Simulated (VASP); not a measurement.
# Ti2BN (Cmcm) in VASP: a series of runs

One crystal, Ti2BN, is run at these levels: PBE; tasks: equation of state.

Everything below comes from runs of VASP 6.6.1. Logs are shortened: lines on timing, memory, paths and dates and some standing lists are left out, and cuts for length are marked.

### 1 Starting point

It takes space group Cmcm (No. 63, orthorhombic). The conventional cell has a = 3.141 Å, b = 17.223 Å, c = 3.016 Å, α = 90.00°, β = 90.00°, γ = 90.00°. Ti (site symmetry m2m) has 5 N at 2.04 to 2.18 Å as nearest neighbours. Ti (site symmetry m2m) has 1 N at 2.01 Å and 4 B at 2.31 Å as nearest neighbours. Around B (site symmetry m2m) lie 2 B at 1.78 Å. Around N (site symmetry m2m) lie 6 Ti at 2.01 to 2.18 Å.

The cell was built by a generator and needn't be a form met in nature.

### 2 Equation of state, PBE, 10.20 Å³/atom

INCAR

```
SYSTEM = Ti2BN
PREC     = Accurate       ! precision mode
ENCUT    = 520            ! plane-wave cutoff, eV
EDIFF    = 1E-6           ! SCF threshold, eV
ISMEAR   = 0              ! smearing method
SIGMA    = 0.1            ! smearing width, eV
LREAL    = .False.        ! projectors in reciprocal space
LASPH    = .True.         ! aspherical terms in the spheres
NELM     = 100            ! most SCF steps
ALGO     = Normal         ! electronic algorithm
ISIF     = 4              ! what is computed and relaxed
LWAVE    = .False.        ! write WAVECAR
LCHARG   = .False.        ! write CHGCAR
GGA      = PE             ! functional
IBRION   = 2              ! ionic algorithm
NSW      = 30             ! ionic steps
EDIFFG   = -0.02          ! ionic threshold
KPAR     = 4
```

KPOINTS

```
regular mesh
0
Gamma
  10 10 10
  0 0 0
```

POSCAR

```
Ti2BN
1.0
    1.5703600000     -8.6113900000      0.0000000000
    1.5703600000      8.6113900000      0.0000000000
    0.0000000000      0.0000000000      3.0159200000
Ti B N
4 2 2
Direct
    0.6925820000      0.3074180000      0.2500000000
    0.0720860000      0.9279140000      0.7500000000
    0.3074180000      0.6925820000      0.7500000000
    0.9279140000      0.0720860000      0.2500000000
    0.5272100000      0.4727900000      0.2500000000
    0.4727900000      0.5272100000      0.7500000000
    0.1889140000      0.8110860000      0.7500000000
    0.8110860000      0.1889140000      0.2500000000
```

Potentials or basis: VASP PAW PBE potentials, release 64 (Ti_sv, B, N).

Launch:

```bash
cat potpaw_PBE.64/Ti_sv/POTCAR potpaw_PBE.64/B/POTCAR potpaw_PBE.64/N/POTCAR > POTCAR
mpirun -np 4 vasp_std > vasp.out
```

OUTCAR:

```text
SYSTEM = Ti2BN
   PREC = Accurate
   ENCUT = 520
   EDIFF = 1E-6
   ISMEAR = 0
   LREAL = .False.
   LASPH = .True.
   NELM = 100
   ISIF = 4
   GGA = PE
   IBRION = 2
   NSW = 30
   EDIFFG = -0.02

 ion  position               nearest neighbor table
   1  0.693  0.307  0.250-   8 2.04   7 2.18   7 2.18   7 2.18   7 2.18
   2  0.072  0.928  0.750-   7 2.01   5 2.31   5 2.31   5 2.31   5 2.31   6 2.32   6 2.32   4 2.91
                             4 2.91
   3  0.307  0.693  0.750-   7 2.04   8 2.18   8 2.18   8 2.18   8 2.18
   4  0.928  0.072  0.250-   8 2.01   6 2.31   6 2.31   6 2.31   6 2.31   5 2.32   5 2.32   2 2.91
                             2 2.91
   5  0.527  0.473  0.250-   6 1.78   6 1.78   2 2.31   2 2.31   2 2.31   2 2.31   4 2.32   4 2.32

   6  0.473  0.527  0.750-   5 1.78   5 1.78   4 2.31   4 2.31   4 2.31   4 2.31   2 2.32   2 2.32

   7  0.189  0.811  0.750-   2 2.01   3 2.04   1 2.18   1 2.18   1 2.18   1 2.18
   8  0.811  0.189  0.250-   4 2.01   1 2.04   3 2.18   3 2.18   3 2.18   3 2.18

  LATTYP: Found a base centered orthorhombic cell.
 ALAT       =     3.1407200000
 B/A-ratio  =     5.4837043735
 C/A-ratio  =     0.9602638885

  Lattice vectors:

 A1 = (   1.5703600000,  -8.6113900000,   0.0000000000)
 A2 = (   1.5703600000,   8.6113900000,   0.0000000000)
 A3 = (   0.0000000000,   0.0000000000,   3.0159200000)

Analysis of symmetry for initial positions (statically):
=====================================================================
 Subroutine PRICEL returns:
 Original cell was already a primitive cell.

 Routine SETGRP: Setting up the symmetry group for a
 base centered orthorhombic supercell.

 Subroutine GETGRP returns: Found  8 space group operations
 (whereof  4 operations were pure point group operations)
 out of a pool of  8 trial point group operations.

The static configuration has the point symmetry C_2h.
 The point group associated with its full space group is D_2h.

Analysis of symmetry for dynamics (positions and initial velocities):
=====================================================================
 Subroutine PRICEL returns:
 Original cell was already a primitive cell.

 Routine SETGRP: Setting up the symmetry group for a
 base centered orthorhombic supercell.

 Subroutine GETGRP returns: Found  8 space group operations
 (whereof  4 operations were pure point group operations)
 out of a pool of  8 trial point group operations.

[... 120 lines left out ...]
   ISYM   =      2    0-nonsym 1-usesym 2-fastsym
   POTIM  = 0.5000    time-step for ionic-motion
   TEBEG  =    0.0;   TEEND  =   0.0 temperature during run
   PSTRESS=    0.0 pullay stress
   NELECT =      64.0000    total number of electrons
   NUPDOWN=      -1.0000    fix difference up-down
   EMIN   =  10.00;   EMAX   =-10.00  energy-range for DOS
   EFERMI =   0.00;   METHOD = LEGACY
   ISMEAR =     0;   SIGMA  =   0.10  broadening in eV -4-tet -1-fermi 0-gaus
   EFERMI_NEDOS =   21; number of points for ismear=-14 and -15
   IALGO  =     38    algorithm
   IMIX   =      4    mixing-type and parameters
     AMIX     =   0.40;   BMIX     =  1.00
     AMIX_MAG =   1.60;   BMIX_MAG =  1.00
  volume/ion in A,a.u.               =      10.20        68.81
  Fermi-wavevector in a.u.,A,eV,Ry     =   1.509944  2.853380 31.020326  2.279930
  Thomas-Fermi vector in A             =   2.620199
   LORBIT       =      0    0 simple, 1 ext, 2 COOP (PROOUT), +10 PAW based schemes
   GGA     = PE    functional components
   LHFCALC =     F    Hartree Fock is set to
   AEXX    =    0.0000 exact exchange contribution
   IVDW    =     0    specifies the selected vdW correction
   LEPSILON=     F    determine dielectric tensor
   LRPA    =     F    only Hartree local field effects (RPA)
 conjugate gradient relaxation of ions
 non-spin polarized calculation
 Gauss-broadening in eV      SIGMA  =   0.10
  energy-cutoff  :      520.00
  volume of cell :       81.57
 maximum number of plane-waves:      2222
 NGX is ok and might be reduce to    70
   NGX = 33   NGY = 33   NGZ = 11

 number of electron      63.9999995 magnetization

 Free energy of the ion-electron system (eV)
  ---------------------------------------------------
  ext. energy  EPLUGINS =         0.00000000
  ---------------------------------------------------
  free energy    TOTEN  =       -72.01567997 eV

  energy without entropy =      -72.00143170  energy(sigma->0) =      -72.00855584

 E-fermi :  10.0377     XC(G=0): -12.5923

 val. band max:       10.0296922868   @ k =  -0.4000   0.1000   0.2000
 cond. band min:      10.0387026529   @ k =   0.4000   0.4000   0.2000
 fundamental gap:      0.0090103661
 Fermi energy:        10.0377387909

 k-point     1 :       0.0000    0.0000    0.0000
  band No.  band energies     occupation
      1     -47.5923      2.00000
      2     -47.5124      2.00000
      3     -46.5543      2.00000
      4     -46.5093      2.00000
      5     -23.8934      2.00000
      6     -23.8612      2.00000
[... 973 lines left out ...]
     37      11.4477      0.00000
     38      11.6298      0.00000

 [... further k-points ...]

------------------------ aborting loop because EDIFF is reached ----------------------------------------

  FORCE on cell =-STRESS in cart. coord.  units (eV):
  Direction    XX          YY          ZZ          XY          YZ          ZX
  --------------------------------------------------------------------------------------
  -------------------------------------------------------------------------------------
  Total        0.0131407      0.0187549      0.0161199      0.0000000      0.0000000      0.0000000
  in kB        0.2581108      0.3683857      0.3166297      0.0000000      0.0000000      0.0000000
  external PRESSURE =       0.3143754 kB  Pullay stress =       0.0000000 kB

 VOLUME and BASIS-vectors are now :
 -----------------------------------------------------------------------------
  energy-cutoff  :      520.00
  volume of cell :       81.57
      direct lattice vectors                 reciprocal lattice vectors
     1.570360000 -8.611390000  0.000000000     0.318398329 -0.058062636  0.000000000
     1.570360000  8.611390000  0.000000000     0.318398329  0.058062636  0.000000000
     0.000000000  0.000000000  3.015920000     0.000000000  0.000000000  0.331573782

 POSITION                                       TOTAL-FORCE (eV/Angst)
 -----------------------------------------------------------------------------------
      1.57036     -3.31680      0.75398         0.000000      0.000228     -0.000000
      1.57036      7.36987      2.26194         0.000000     -0.003522     -0.000000
      1.57036      3.31680      2.26194         0.000000     -0.000228     -0.000000
      1.57036     -7.36987      0.75398         0.000000      0.003522      0.000000
      1.57036     -0.46863      0.75398         0.000000      0.002244     -0.000000
      1.57036      0.46863      2.26194         0.000000     -0.002244     -0.000000
      1.57036      5.35777      2.26194         0.000000     -0.004041     -0.000000
      1.57036     -5.35777      0.75398         0.000000      0.004041     -0.000000
 -----------------------------------------------------------------------------------
    total drift:                                0.000000      0.000000     -0.000000

  FREE ENERGIE OF THE ION-ELECTRON SYSTEM (eV)
  ---------------------------------------------------
  free  energy   TOTEN  =       -72.0156799731 eV

  energy  without entropy=      -72.0014317003  energy(sigma->0) =      -72.00855584

 reached required accuracy - stopping structural energy minimisation
```

Wall time 5.2 min (4 MPI ranks of AMD EPYC 9R45 (Zen 5), shared host); peak memory 0.65 GiB.

What came out:

| Quantity | Value |
| --- | --- |
| Free energy | -72.0157 eV |
| Pressure | 0.0 GPa |
| Largest force | 0.004 eV/Å |
| Band gap on the k mesh | none (metal or under the smearing width) |

### 3 Equation of state, PBE, 9.89 Å³/atom (volume scaled by 0.97)

INCAR is that of step 2.

KPOINTS is that of step 2.

Changes to POSCAR since step 2:

```diff
@@ -2,5 +2,5 @@
 1.0
-    1.5703600000     -8.6113900000      0.0000000000
-    1.5703600000      8.6113900000      0.0000000000
-    0.0000000000      0.0000000000      3.0159200000
+    1.5544966932     -8.5244003152      0.0000000000
+    1.5544966932      8.5244003152      0.0000000000
+    0.0000000000      0.0000000000      2.9854540787
 Ti B N
```

Potentials or basis: VASP PAW PBE potentials, release 64 (Ti_sv, B, N).

Launch:

```bash
cat potpaw_PBE.64/Ti_sv/POTCAR potpaw_PBE.64/B/POTCAR potpaw_PBE.64/N/POTCAR > POTCAR
mpirun -np 4 vasp_std > vasp.out
```

Wall time 8.8 min (4 MPI ranks of AMD EPYC 9R45 (Zen 5), shared host); peak memory 0.64 GiB.

Results (log left out):

- Free energy: -71.9592 eV
- Pressure: 7.3 GPa
- Largest force: 0.014 eV/Å
- Band gap on the k mesh: none (metal or under the smearing width)

### 4 Equation of state, PBE, 10.50 Å³/atom (volume scaled by 1.03)

INCAR is that of step 3.

KPOINTS is that of step 3.

Changes to POSCAR since step 3:

```diff
@@ -2,5 +2,5 @@
 1.0
-    1.5544966932     -8.5244003152      0.0000000000
-    1.5544966932      8.5244003152      0.0000000000
-    0.0000000000      0.0000000000      2.9854540787
+    1.5859091300     -8.6966568324      0.0000000000
+    1.5859091300      8.6966568324      0.0000000000
+    0.0000000000      0.0000000000      3.0457825362
 Ti B N
```

Launch:

```bash
cat potpaw_PBE.64/Ti_sv/POTCAR potpaw_PBE.64/B/POTCAR potpaw_PBE.64/N/POTCAR > POTCAR
mpirun -np 4 vasp_std > vasp.out
```

Run time: 12 min. Hardware: 4 MPI ranks of AMD EPYC 9R45 (Zen 5), shared host; peak memory 0.69 GiB.

Results (log left out):

```
Free energy            : -71.9686 eV
Pressure               : -6.2 GPa
Largest force          : 0.013 eV/Å
Band gap on the k mesh : none (metal or under the smearing width)
```

### 5 Equation of state, PBE, 9.58 Å³/atom (volume scaled by 0.94)

INCAR is that of step 4.

KPOINTS is that of step 4.

Changes to POSCAR since step 4:

```diff
@@ -2,5 +2,5 @@
 1.0
-    1.5859091300     -8.6966568324      0.0000000000
-    1.5859091300      8.6966568324      0.0000000000
-    0.0000000000      0.0000000000      3.0457825362
+    1.5383028417     -8.4355980207      0.0000000000
+    1.5383028417      8.4355980207      0.0000000000
+    0.0000000000      0.0000000000      2.9543533370
 Ti B N
```

Launch:

```bash
cat potpaw_PBE.64/Ti_sv/POTCAR potpaw_PBE.64/B/POTCAR potpaw_PBE.64/N/POTCAR > POTCAR
mpirun -np 4 vasp_std > vasp.out
```

It took 13 min on 4 MPI ranks of AMD EPYC 9R45 (Zen 5), shared host; peak memory 0.62 GiB.

It converged, with:

```
Free energy            : -71.7819 eV
Pressure               : 15.9 GPa
Largest force          : 0.019 eV/Å
Band gap on the k mesh : none (metal or under the smearing width)
```

### 6 Equation of state, PBE, 10.81 Å³/atom (volume scaled by 1.06)

INCAR is that of step 5.

KPOINTS is that of step 5.

Changes to POSCAR since step 5:

```diff
@@ -2,5 +2,5 @@
 1.0
-    1.5383028417     -8.4355980207      0.0000000000
-    1.5383028417      8.4355980207      0.0000000000
-    0.0000000000      0.0000000000      2.9543533370
+    1.6011591918     -8.7802836629      0.0000000000
+    1.6011591918      8.7802836629      0.0000000000
+    0.0000000000      0.0000000000      3.0750707034
 Ti B N
```

Potentials or basis: VASP PAW PBE potentials, release 64 (Ti_sv, B, N).

Launch:

```bash
cat potpaw_PBE.64/Ti_sv/POTCAR potpaw_PBE.64/B/POTCAR potpaw_PBE.64/N/POTCAR > POTCAR
mpirun -np 4 vasp_std > vasp.out
```

Wall time 18 min (4 MPI ranks of AMD EPYC 9R45 (Zen 5), shared host); peak memory 0.71 GiB.

It converged, with:

```
Free energy            : -71.8335 eV
Pressure               : -11.6 GPa
Largest force          : 0.007 eV/Å
Band gap on the k mesh : none (metal or under the smearing width)
```
